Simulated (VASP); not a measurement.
# Be3CdSe4 (P-4m2) in VASP: settings compared, part 2 of 2

VASP 6.6.1. Earlier steps stand in the parts before.

**3. Relaxation of cell and atoms, PBE**

INCAR

```
SYSTEM = Be3CdSe4
PREC = Accurate
ENCUT = 520
EDIFF = 1E-7
ISMEAR = 0
SIGMA = 0.03
LREAL = .FALSE.
LASPH = .TRUE.
NELM = 120
ALGO = Normal
ISIF = 3
LWAVE = .FALSE.
LCHARG = .FALSE.
GGA = PE
IBRION = 2
NSW = 60
EDIFFG = -0.005
POTIM = 0.3
KPAR = 4
```

KPOINTS

```
Automatic mesh
0
G
  6 6 4
  0 0 0
```

POSCAR

```
Be3CdSe4                                
1.0
    3.7901648464      0.0000000000      0.0000000000
    0.0000000000      3.7901648464      0.0000000000
    0.0000000000      0.0000000000     11.1761967576
  Be              Cd              Se            
     3     1     4
Direct
     0.5000000000000000    0.5000000000000000    0.2738923975413093
     0.5000000000000000    0.5000000000000000    0.7261076024586907
     0.0000000000000000    1.0000000000000000    0.5000000000000000
     0.0000000000000000    1.0000000000000000    1.0000000000000000
     0.5000000000000000    0.0000000000000000    0.3873191206999299
     0.0000000000000000    0.5000000000000000    0.6126808793000701
     0.5000000000000000    1.0000000000000000    0.8358039702939384
     0.0000000000000000    0.5000000000000000    0.1641960297060616
```

Potentials or basis: VASP PAW PBE potentials, release 64 (Be, Cd, Se).

On the command line:

```
> cat potpaw_PBE.64/Be/POTCAR potpaw_PBE.64/Cd/POTCAR potpaw_PBE.64/Se/POTCAR > POTCAR
> mpirun -np 4 vasp_std > vasp.out
```

Run time: 52 s. Hardware: 4 MPI ranks of Intel Xeon Platinum 8559C (Emerald Rapids), shared host; peak memory 0.32 GiB.

Results (log left out):

```
Free energy                            : -31.6110 eV
Relaxed volume                         : 20.06 Å³/atom
Relaxed cell                           : a = 3.789 Å, b = 3.789 Å, c = 11.176 Å, α = 90.00°, β = 90.00°, γ = 90.00°
Space group after relaxing (to 0.05 Å) : P-4m2 (No. 115)
Energy gained by relaxing              : 0.0 meV/atom
Ionic steps                            : 3
Pressure after relaxing                : 0.0 GPa
Largest force after relaxing           : 0.004 eV/Å
Band gap on the k mesh                 : 2.15 eV, direct
```

Forces in eV/Å, atoms in the order of the input:
```
Be   0.000  0.000 -0.003
Be   0.000  0.000  0.003
Be   0.000  0.000  0.000
Cd   0.000  0.000  0.000
Se   0.000  0.000 -0.004
Se   0.000  0.000  0.004
Se   0.000  0.000  0.004
Se   0.000  0.000 -0.004
```

Final structure:
```cif
data_structure
_symmetry_space_group_name_H-M 'P 1'
_symmetry_Int_Tables_number 1
_cell_length_a 3.7893
_cell_length_b 3.7893
_cell_length_c 11.1760
_cell_angle_alpha 90.000
_cell_angle_beta 90.000
_cell_angle_gamma 90.000
_cell_volume 160.47
loop_
_atom_site_label
_atom_site_type_symbol
_atom_site_fract_x
_atom_site_fract_y
_atom_site_fract_z
_atom_site_occupancy
Be1 Be 0.50000 0.50000 0.27389 1
Be2 Be 0.50000 0.50000 0.72611 1
Be3 Be 0.00000 0.00000 0.50000 1
Cd1 Cd 0.00000 0.00000 0.00000 1
Se1 Se 0.50000 0.00000 0.38729 1
Se2 Se 0.00000 0.50000 0.61271 1
Se3 Se 0.50000 0.00000 0.83583 1
Se4 Se 0.00000 0.50000 0.16417 1
```

Levels at points of the mesh, in eV from the valence-band top:
| k point | band 19 | band 20 | band 21 | band 22 | band 23 | band 24 |
| --- | --- | --- | --- | --- | --- | --- |
| (0.00, 0.00, 0.00) | -0.53 | 0.00 | 0.00 | 2.15 | 2.53 | 3.25 |
| (0.50, 0.00, 0.00) | -1.22 | -1.20 | -0.20 | 2.62 | 3.19 | 4.31 |
| (0.50, 0.50, 0.00) | -2.47 | -2.47 | -2.33 | 2.54 | 2.54 | 2.92 |
| (0.00, 0.00, 0.50) | -1.00 | -0.18 | -0.18 | 2.50 | 2.89 | 3.15 |
| (0.50, 0.00, 0.50) | -1.57 | -1.55 | -0.20 | 3.07 | 3.68 | 4.06 |
| (0.50, 0.50, 0.50) | -2.73 | -2.62 | -2.62 | 3.35 | 3.42 | 3.42 |

A k mesh can miss the band edges. PBE gaps usually lie below the measured ones, often by a third to a half.

**4. Single point, r2SCAN**

INCAR

```
ALGO     = Normal         # electronic algorithm
EDIFF    = 1E-6           # SCF threshold, eV
ENCUT    = 520            # plane-wave cutoff, eV
ISIF     = 2              # what is computed and relaxed
ISMEAR   = 0              # smearing method
KPAR     = 4            
LASPH    = True           # aspherical terms in the spheres
LCHARG   = False          # write CHGCAR
LMIXTAU  = True         
LREAL    = False          # projectors in reciprocal space
LWAVE    = False          # write WAVECAR
METAGGA  = R2SCAN         # meta-GGA
NELM     = 150            # most SCF steps
PREC     = Accurate       # precision mode
SIGMA    = 0.03           # smearing width, eV
```

KPOINTS

```
k-points
0
Gamma
  6 6 4
```

POSCAR

```
Be3CdSe4                                
1.0
    3.7892934369      0.0000000000      0.0000000000
    0.0000000000      3.7892934369      0.0000000000
   -0.0000000000      0.0000000000     11.1760365156
  Be              Cd              Se            
     3     1     4
Direct
     0.5000000000000000    0.5000000000000000    0.2738878807486377
     0.5000000000000000    0.5000000000000000    0.7261121192513624
     0.0000000000000000    0.0000000000000000    0.5000000000000000
     0.0000000000000000    0.0000000000000000    0.0000000000000000
     0.5000000000000000    0.0000000000000000    0.3872882239441378
     0.0000000000000000    0.5000000000000000    0.6127117760558621
     0.5000000000000000    0.0000000000000000    0.8358318983020923
     0.0000000000000000    0.5000000000000000    0.1641681016979077
```

Potentials or basis: VASP PAW PBE potentials, release 64 (Be, Cd, Se).

On the command line:

```
> cat potpaw_PBE.64/Be/POTCAR potpaw_PBE.64/Cd/POTCAR potpaw_PBE.64/Se/POTCAR > POTCAR
> mpirun -np 4 vasp_std > vasp.out
```

OUTCAR:

```text
EDIFF = 1E-6
   ENCUT = 520
   ISIF = 2
   ISMEAR = 0
   LASPH = True
   LREAL = False
   METAGGA = R2SCAN
   NELM = 150
   PREC = Accurate

 ion  position               nearest neighbor table
   1  0.500  0.500  0.274-   8 2.26   8 2.26   5 2.28   5 2.28
   2  0.500  0.500  0.726-   7 2.26   7 2.26   6 2.28   6 2.28
   3  0.000  0.000  0.500-   5 2.28   6 2.28   6 2.28   5 2.28
   4  0.000  0.000  0.000-   7 2.64   8 2.64   8 2.64   7 2.64
   5  0.500  0.000  0.387-   3 2.28   3 2.28   1 2.28   1 2.28
   6  0.000  0.500  0.613-   3 2.28   3 2.28   2 2.28   2 2.28
   7  0.500  0.000  0.836-   2 2.26   2 2.26   4 2.64   4 2.64
   8  0.000  0.500  0.164-   1 2.26   1 2.26   4 2.64   4 2.64

  LATTYP: Found a simple tetragonal cell.
 ALAT       =     3.7892934369
 C/A-ratio  =     2.9493721459

  Lattice vectors:

 A1 = (   3.7892934369,   0.0000000000,   0.0000000000)
 A2 = (   0.0000000000,   3.7892934369,   0.0000000000)
 A3 = (   0.0000000000,   0.0000000000,  11.1760365156)

[... 191 lines left out ...]
 fundamental gap:      2.6693795002
 Fermi energy:         2.5880036831

 k-point     1 :       0.0000    0.0000    0.0000
  band No.  band energies     occupation
      1     -11.6899      2.00000
      2     -11.1779      2.00000
      3     -10.7710      2.00000
      4     -10.1239      2.00000
      5      -6.0357      2.00000
      6      -5.9294      2.00000
[... 685 lines left out ...]
     25       7.2280      0.00000
     26       7.5734      0.00000

 [... further k-points ...]

------------------------ aborting loop because EDIFF is reached ----------------------------------------

  FORCE on cell =-STRESS in cart. coord.  units (eV):
  Direction    XX          YY          ZZ          XY          YZ          ZX
  --------------------------------------------------------------------------------------
  -------------------------------------------------------------------------------------
  Total       -0.9511094     -0.9511094     -1.1131015      0.0000000      0.0000000      0.0000000
  in kB       -9.4959136     -9.4959136    -11.1132495      0.0000000      0.0000000      0.0000000
  external PRESSURE =     -10.0350255 kB  Pullay stress =       0.0000000 kB

 VOLUME and BASIS-vectors are now :
 -----------------------------------------------------------------------------
  energy-cutoff  :      520.00
  volume of cell :      160.47
      direct lattice vectors                 reciprocal lattice vectors
     3.789293437  0.000000000  0.000000000     0.263901441  0.000000000  0.000000000
     0.000000000  3.789293437  0.000000000     0.000000000  0.263901441  0.000000000
     0.000000000  0.000000000 11.176036516     0.000000000  0.000000000  0.089477159

 POSITION                                       TOTAL-FORCE (eV/Angst)
 -----------------------------------------------------------------------------------
      1.89465      1.89465      3.06098        -0.000000     -0.000000      0.001991
      1.89465      1.89465      8.11506         0.000000     -0.000000     -0.001991
      0.00000      0.00000      5.58802        -0.000000     -0.000000     -0.000000
      0.00000      0.00000      0.00000        -0.000000     -0.000000     -0.000000
      1.89465      0.00000      4.32835        -0.000000      0.000000     -0.003097
      0.00000      1.89465      6.84769        -0.000000      0.000000      0.003097
      1.89465      0.00000      9.34129        -0.000000     -0.000000      0.145620
      0.00000      1.89465      1.83475        -0.000000      0.000000     -0.145620
 -----------------------------------------------------------------------------------
    total drift:                               -0.000000      0.000000      0.000000

  FREE ENERGIE OF THE ION-ELECTRON SYSTEM (eV)
  ---------------------------------------------------
  free  energy   TOTEN  =       -97.0468194695 eV

  energy  without entropy=      -97.0468194695  energy(sigma->0) =      -97.04681947
```

Wall time 1.9 min (4 MPI ranks of Intel Xeon Platinum 8559C (Emerald Rapids), shared host); peak memory 0.34 GiB.

Results:

```
Free energy            : -97.0468 eV
Pressure               : -1.0 GPa
Largest force          : 0.146 eV/Å
Band gap on the k mesh : 2.67 eV, direct
```

Forces on the atoms (eV/Å):
```
Be   0.000  0.000  0.002
Be   0.000  0.000 -0.002
Be   0.000  0.000  0.000
Cd   0.000  0.000  0.000
Se   0.000  0.000 -0.003
Se   0.000  0.000  0.003
Se   0.000  0.000  0.146
Se   0.000  0.000 -0.146
```

Caveat: the PAW data sets were made with another functional, which shifts forces and pressure a little.
